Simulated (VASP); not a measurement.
Output of a VASP run:

### OUTCAR
```
 ion  position               nearest neighbor table
   1  0.000  0.000  0.000-  39 1.96  46 1.96  49 1.96  57 1.96  25 2.01  63 2.01   3 2.97   5 2.97
 Subroutine IBZKPT returns following result:
 Found      1 irreducible k-points:

 Following reciprocal coordinates:
            Coordinates               Weight
  0.000000  0.000000  0.000000      1.000000
   k-points           NKPTS =      1   k-points in BZ     NKDIM =      1   number of bands    NBANDS=    226
   number of dos      NEDOS =    301   number of ions     NIONS =     71
   total plane-waves  NPLWV = 110592
   dimension x,y,z NGX =    48 NGY =   48 NGZ =   48
   dimension x,y,z NGXF=    96 NGYF=   96 NGZF=   96
   ions per type =              24  47
   PREC   = normal    normal or accurate (medium, high low for compatibility)
   ISTART =      0    job   : 0-new  1-cont  2-samecut
   ICHARG =      2    charge: 1-file 2-atom 10-const
   ISPIN  =      1    spin polarized calculation?
   LNONCOLLINEAR =      F non collinear calculations
   LSORBIT =      F    spin-orbit coupling
   INIWAV =      1    electr: 0-lowe 1-rand  2-diag
   ENCUT  =  400.0 eV  29.40 Ry    5.42 a.u.  15.18 15.18 14.52*2*pi/ulx,y,z
   NELM   =    100;   NELMIN=  4; NELMDL= -5     # of ELM steps
   EDIFF  = 0.1E-04   stopping-criterion for ELM
   LREAL  =      T    real-space projection
   NLSPLINE    = F    spline interpolate recip. space projectors
   LMAXMIX     =    4 max onsite mixed and CHGCAR
   VOSKOWN=      0    Vosko Wilk Nusair interpolation
   EDIFFG = -.3E-01   stopping-criterion for IOM
   NSW    =     60    number of steps for IOM
   NBLOCK =      1;   KBLOCK =     60    inner block; outer block
   IBRION =      2    ionic relax: 0-MD 1-quasi-New 2-CG
   NFREE  =      1    steps in history (QN), initial steepest desc. (CG)
   ISIF   =      2    stress and relaxation
   ISYM   =      0    0-nonsym 1-usesym 2-fastsym
   TEIN   =    0.0    initial temperature
   TEBEG  =    0.0;   TEEND  =   0.0 temperature during run
   SMASS  =  -3.00    Nose mass-parameter (am)
   PSTRESS=    0.0 pullay stress
   NELECT =     378.0000    total number of electrons
   EFERMI =   0.00;   METHOD = LEGACY
   ISMEAR =     0;   SIGMA  =   0.05  broadening in eV -4-tet -1-fermi 0-gaus
   IALGO  =     68    algorithm
   LDIAG  =      T    sub-space diagonalisation (order eigenvalues)
   IMIX   =      4    mixing-type and parameters
     AMIX     =   0.40;   BMIX     =  1.00
     AMIX_MAG =   1.60;   BMIX_MAG =  1.00
     AMIN     =   0.10
   GGA     = PE    functional components
   VOSKOWN =     0    Vosko Wilk Nusair interpolation
   LHFCALC =     F    Hartree Fock is set to
   LHFONE  =     F    Hartree Fock one center treatment
   AEXX    =    0.0000 exact exchange contribution
   IVDW    =     0    specifies the selected vdW correction
   LEPSILON=     F    determine dielectric tensor
   LRPA    =     F    only Hartree local field effects (RPA)
  energy-cutoff  :      400.00
  volume of cell :      772.15
      direct lattice vectors                 reciprocal lattice vectors
     9.311249665  0.000000000  0.000000000     0.107396970  0.000000000  0.000000000
     0.000000000  9.311249665  0.000000000     0.000000000  0.107396970  0.000000000
     0.000000000  0.000000000  8.906027030     0.000000000  0.000000000  0.112283513
 k-point     1 :   0.0000 0.0000 0.0000  plane waves:    6997
 maximum number of plane-waves:      6997
```

**OSZICAR**
```
...
RMM:   4    -0.625042455981E+03   -0.22495E-04   -0.69613E-04   481   0.756E-02    0.154E-01
RMM:   5    -0.625042413095E+03    0.42886E-04   -0.45679E-04   468   0.589E-02    0.126E-01
RMM:   6    -0.625042292825E+03    0.12027E-03   -0.29214E-04   471   0.465E-02    0.672E-02
RMM:   7    -0.625042307045E+03   -0.14221E-04   -0.15066E-04   429   0.297E-02    0.717E-02
RMM:   8    -0.625042272532E+03    0.34513E-04   -0.59254E-05   390   0.209E-02    0.314E-02
RMM:   9    -0.625042267038E+03    0.54946E-05   -0.23489E-05   283   0.122E-02
  26 F= -.62504227E+03 E0= -.62500618E+03  d E =-.646891E-03
       N       E                     dE             d eps       ncg     rms          rms(c)
DAV:   1    -0.625042245032E+03    0.27501E-04   -0.80816E-03   520   0.222E-01    0.281E-02
RMM:   2    -0.625042263901E+03   -0.18869E-04   -0.27109E-04   457   0.465E-02    0.317E-02
RMM:   3    -0.625042270658E+03   -0.67570E-05   -0.72681E-05   401   0.212E-02    0.193E-02
RMM:   4    -0.625042279315E+03   -0.86570E-05   -0.22613E-05   277   0.137E-02
  27 F= -.62504228E+03 E0= -.62500626E+03  d E =-.659168E-03
       N       E                     dE             d eps       ncg     rms          rms(c)
DAV:   1    -0.625041820078E+03    0.45058E-03   -0.43109E-01   452   0.161E+00    0.147E-01
RMM:   2    -0.625042681388E+03   -0.86131E-03   -0.10305E-02   458   0.299E-01    0.194E-01
RMM:   3    -0.625042896500E+03   -0.21511E-03   -0.28998E-03   497   0.136E-01    0.132E-01
RMM:   4    -0.625042852805E+03    0.43695E-04   -0.56844E-04   475   0.699E-02    0.116E-01
RMM:   5    -0.625042833900E+03    0.18905E-04   -0.32042E-04   478   0.484E-02    0.107E-01
RMM:   6    -0.625042784168E+03    0.49732E-04   -0.18696E-04   459   0.372E-02    0.803E-02
RMM:   7    -0.625042757413E+03    0.26755E-04   -0.11762E-04   420   0.287E-02    0.469E-02
RMM:   8    -0.625042737233E+03    0.20180E-04   -0.46468E-05   360   0.190E-02    0.199E-02
RMM:   9    -0.625042734901E+03    0.23320E-05   -0.19317E-05   273   0.996E-03
  28 F= -.62504273E+03 E0= -.62500666E+03  d E =-.455586E-03
       N       E                     dE             d eps       ncg     rms          rms(c)
DAV:   1    -0.625042734647E+03    0.25866E-05   -0.61171E-04   520   0.606E-02    0.693E-03
RMM:   2    -0.625042735737E+03   -0.10899E-05   -0.14474E-05   263   0.111E-02    0.118E-02
RMM:   3    -0.625042735149E+03    0.58747E-06   -0.39076E-06   257   0.665E-03    0.715E-03
RMM:   4    -0.625042734682E+03    0.46767E-06   -0.97222E-07   248   0.306E-03
  29 F= -.62504273E+03 E0= -.62500665E+03  d E =-.455366E-03
       N       E                     dE             d eps       ncg     rms          rms(c)
DAV:   1    -0.625042770934E+03   -0.35785E-04   -0.10131E-01   452   0.779E-01    0.875E-02
RMM:   2    -0.625043116673E+03   -0.34574E-03   -0.29024E-03   458   0.159E-01    0.172E-01
RMM:   3    -0.625043013277E+03    0.10340E-03   -0.91507E-04   491   0.797E-02    0.825E-02
RMM:   4    -0.625042992721E+03    0.20557E-04   -0.16373E-04   471   0.354E-02    0.535E-02
RMM:   5    -0.625043006802E+03   -0.14081E-04   -0.13185E-04   452   0.306E-02    0.722E-02
RMM:   6    -0.625042996709E+03    0.10093E-04   -0.10526E-04   420   0.260E-02    0.605E-02
RMM:   7    -0.625042966303E+03    0.30405E-04   -0.53267E-05   382   0.193E-02    0.200E-02
RMM:   8    -0.625042962091E+03    0.42125E-05   -0.12065E-05   267   0.944E-03
  30 F= -.62504296E+03 E0= -.62500692E+03  d E =-.227409E-03
```

### OUTCAR
```
------------------------ aborting loop because EDIFF is reached ----------------------------------------
  FORCE on cell =-STRESS in cart. coord.  units (eV):
  Direction    XX          YY          ZZ          XY          YZ          ZX
  --------------------------------------------------------------------------------------
  Total      -20.6938325    -20.6927537    -15.2179240    -10.1400220     -0.0041950      0.0059653
  in kB      -42.9389638    -42.9367253    -31.5766492    -21.0401836     -0.0087045      0.0123778
  external PRESSURE =     -39.1507794 kB  Pullay stress =       0.0000000 kB
  volume of cell :      772.15
      direct lattice vectors                 reciprocal lattice vectors
     9.311249665  0.000000000  0.000000000     0.107396970  0.000000000  0.000000000
     0.000000000  9.311249665  0.000000000     0.000000000  0.107396970  0.000000000
     0.000000000  0.000000000  8.906027030     0.000000000  0.000000000  0.112283513
 POSITION                                       TOTAL-FORCE (eV/Angst)
 -----------------------------------------------------------------------------------
      0.09559      9.21615      8.90364        -0.004238      0.006368      0.004110
      2.31788      2.33359      1.48273        -0.003481      0.009879     -0.003424
      9.24314      0.06041      2.93232        -0.003907      0.000065     -0.001262
      2.32603      2.33178      4.45222        -0.004677      0.009919     -0.002811
      9.24367      0.06145      5.96996        -0.003607     -0.004353     -0.001633
      2.31859      2.33403      7.42223        -0.003636      0.005628      0.003834
      0.00446      4.67598      8.90529        -0.002423      0.012936      0.007214
      2.34026      6.97618      1.50611        -0.007203     -0.004324      0.000115
      9.30381      4.64899      2.97113         0.001652      0.002377     -0.017391
      2.12481      7.18349      4.45136        -0.017337      0.007084     -0.006451
      9.30014      4.64432      5.93389        -0.001432     -0.001524      0.005806
      2.33440      6.97029      7.39618         0.001123     -0.000796      0.010683
      4.63580      9.30731      8.90523        -0.016880      0.000969      0.003509
      7.05095      2.26488      1.46086         0.005711     -0.005973     -0.015433
      4.66485      0.01030      2.97134         0.002485      0.000909     -0.012946
      6.98037      2.32810      4.45205         0.008512     -0.009314     -0.004844
      4.66123      0.00517      5.93375         0.002056      0.003552      0.004761
      7.04516      2.25915      7.44310         0.009942     -0.005144      0.014263
      4.55345      4.75618      8.90376        -0.008430      0.004579      0.015507
      6.97481      6.99149      1.48179        -0.003883      0.003822      0.006389
      4.81850      4.48712      2.79585        -0.000867      0.000663      0.001110
      6.97068      6.97587      4.45278        -0.002996      0.005623     -0.005959
      4.81824      4.48746      6.10627         0.000692     -0.002503     -0.005107
      6.97599      6.99127      7.42323        -0.000978      0.003929     -0.000995
      1.41241      1.40638      8.90420        -0.002102      0.001297     -0.000896
      3.72223      0.90559      1.48886         0.002026     -0.001077      0.002983
      0.90154      3.74471      1.48650         0.003720     -0.003525      0.000282
      3.23111      3.26134      8.90471         0.007963     -0.006225     -0.001443
      1.39588      1.42402      2.96297         0.005269     -0.003471      0.004371
      3.71117      0.90091      4.45140         0.003214     -0.002810      0.002091
      0.87748      3.72276      4.45126         0.007610     -0.000988      0.002468
      3.24799      3.29331      2.98882         0.001697     -0.000458     -0.000040
      1.39596      1.42362      5.94023         0.005250     -0.000421     -0.004030
      3.72266      0.90593      7.41395         0.003638     -0.001365     -0.004548
      0.90217      3.74482      7.41647         0.001831     -0.002666     -0.003723
      3.24785      3.29353      5.91342         0.003841      0.002110      0.004650
      1.45269      6.04701      8.90429         0.001113      0.008855      0.003117
      3.76493      5.54321      1.54554         0.000103     -0.001099      0.000223
      0.93240      8.37564      1.52188        -0.001291      0.002207      0.002875
      3.26061      7.85540      8.90415        -0.004567      0.002250     -0.004859
      1.47945      6.03199      3.01460         0.001364      0.003297      0.008981
      0.84740      8.46038      4.45114         0.004328     -0.002583      0.001367
      3.27635      7.82804      3.01567        -0.001091      0.000662      0.004675
      1.47934      6.03120      5.88704         0.002574      0.003917     -0.004571
      3.76465      5.54342      7.35729         0.000116     -0.003901     -0.009129
      0.93223      8.37522      7.38024        -0.003844      0.000688     -0.003226
      3.27568      7.82793      5.88755         0.002306      0.002014     -0.003821
      6.07306      1.40211      8.90541         0.009949     -0.000721     -0.001544
      8.40617      0.90211      1.44405         0.001137     -0.002469      0.004535
      5.59888      3.70818      1.38163        -0.004897      0.004686     -0.004904
      7.90540      3.23529      8.90341        -0.002425     -0.013352     -0.001963
      6.04083      1.45061      2.96301         0.001734     -0.003268      0.002000
      8.36041      0.94698      4.45119         0.000201      0.000522      0.001659
      5.49439      3.81303      4.45114         0.001005     -0.002824      0.003508
      7.85773      3.26700      2.96383         0.002840     -0.000068      0.000791
      6.04059      1.44992      5.93886        -0.001354     -0.005755      0.001246
...
```
(Selected blocks of OUTCAR.)

File POSCAR:
```
Ti24O47
1
    9.3112496648     0.0000000000     0.0000000000
    0.0000000000     9.3112496648     0.0000000000
    0.0000000000     0.0000000000     8.9060270302
Ti O
24 47
Direct
  0.0000000000   0.0000000000   0.0000000000
  0.2500000000   0.2500000000   0.1666670000
  0.0000000000   0.0000000000   0.3333330000
  0.2500000000   0.2500000000   0.5000000000
  0.0000000000   0.0000000000   0.6666670000
  0.2500000000   0.2500000000   0.8333330000
  0.0000000000   0.5000000000   0.0000000000
  0.2500000000   0.7500000000   0.1666670000
  0.0000000000   0.5000000000   0.3333330000
  0.2484530000   0.7457840000   0.4986740000
  0.0000000000   0.5000000000   0.6666670000
  0.2500000000   0.7500000000   0.8333330000
  0.5000000000   0.0000000000   0.0000000000
  0.7500000000   0.2500000000   0.1666670000
  0.5000000000   0.0000000000   0.3333330000
  0.7500000000   0.2500000000   0.5000000000
  0.5000000000   0.0000000000   0.6666670000
  0.7500000000   0.2500000000   0.8333330000
  0.5000000000   0.5000000000   0.0000000000
  0.7500000000   0.7500000000   0.1666670000
  0.4987780000   0.4958590000   0.3303860000
  0.7500000000   0.7500000000   0.5000000000
  0.4960830000   0.5012600000   0.6669710000
  0.7500000000   0.7500000000   0.8333330000
  0.1525000000   0.1525000000   0.0000000000
  0.4025000000   0.0975000000   0.1666670000
  0.0975000000   0.4025000000   0.1666670000
  0.3475000000   0.3475000000   0.0000000000
  0.1525000000   0.1525000000   0.3333330000
  0.4025000000   0.0975000000   0.5000000000
  0.0975000000   0.4025000000   0.5000000000
  0.3429030000   0.3498600000   0.3335840000
  0.1525000000   0.1525000000   0.6666670000
  0.4025000000   0.0975000000   0.8333330000
  0.0975000000   0.4025000000   0.8333330000
  0.3477950000   0.3434330000   0.6624460000
  0.1525000000   0.6525000000   0.0000000000
  0.3975500000   0.5978570000   0.1688550000
  0.0975000000   0.9025000000   0.1666670000
  0.3475000000   0.8475000000   0.0000000000
  0.1567010000   0.6563370000   0.3291730000
  0.0975000000   0.9025000000   0.5000000000
  0.3452590000   0.8512620000   0.3285000000
  0.1555110000   0.6543020000   0.6673940000
  0.3988490000   0.5929250000   0.8290650000
  0.0975000000   0.9025000000   0.8333330000
  0.3459160000   0.8432140000   0.6720920000
  0.6525000000   0.1525000000   0.0000000000
  0.9025000000   0.0975000000   0.1666670000
  0.5975000000   0.4025000000   0.1666670000
  0.8475000000   0.3475000000   0.0000000000
  0.6525000000   0.1525000000   0.3333330000
  0.9025000000   0.0975000000   0.5000000000
  0.5987060000   0.3975200000   0.4955950000
  0.8475000000   0.3475000000   0.3333330000
  0.6525000000   0.1525000000   0.6666670000
  0.9025000000   0.0975000000   0.8333330000
  0.5975000000   0.4025000000   0.8333330000
  0.8475000000   0.3475000000   0.6666670000
  0.6525000000   0.6525000000   0.0000000000
  0.9025000000   0.5975000000   0.1666670000
  0.5975000000   0.9025000000   0.1666670000
  0.8475000000   0.8475000000   0.0000000000
  0.6558300000   0.6496870000   0.3346860000
  0.9025000000   0.5975000000   0.5000000000
  0.5975000000   0.9025000000   0.5000000000
  0.8475000000   0.8475000000   0.3333330000
  0.6501260000   0.6558120000   0.6707290000
  0.9025000000   0.5975000000   0.8333330000
  0.5975000000   0.9025000000   0.8333330000
  0.8475000000   0.8475000000   0.6666670000
```

**Question.** Reconstruct the remaining input files.

**Answer.** One answer among several that fit: the input of the run itself, PBE GGA, plane waves, VASP's PBE PAW potentials (set 64).

**INCAR**
```
# general
SYSTEM  = Ti24O47
PREC    = Normal
ENCUT   = 400   # plane-wave cut-off (eV)
LREAL   = Auto   # projection in real space or not
LASPH   = .TRUE.   # aspherical one-centre terms
ISYM    = 0

# electronic loop
EDIFF   = 1E-5   # SCF stop (eV)
NELM    = 100
NELMIN  = 4
ALGO    = Fast
LMAXMIX = 4

# smearing
ISMEAR  = 0
SIGMA   = 0.05   # width (eV)

# functional
GGA     = PE   # PBE

# ions
IBRION  = 2   # conjugate gradients
NSW     = 60
ISIF    = 2   # forces and stress, cell fixed
EDIFFG  = -0.03   # ionic stop

# output
LWAVE   = .FALSE.
LCHARG  = .FALSE.
```

File KPOINTS:
```
Automatic mesh
0
Gamma
1 1 1
0 0 0
```

POTCAR, in this order: Ti O (PBE.64 set). Program: vasp_gam.

At this cut-off the stress carries a Pulay error, which pulls relaxed volumes low. The supercell is sampled at Γ alone, which is coarse: total energies, pressure and levels can be off, energies of defects by several tenths of an eV.

The cell is a supercell with a defect, built from TiO2 (rutile): vac_O. The run is not spin-polarised, so no state with unpaired spins was tried.
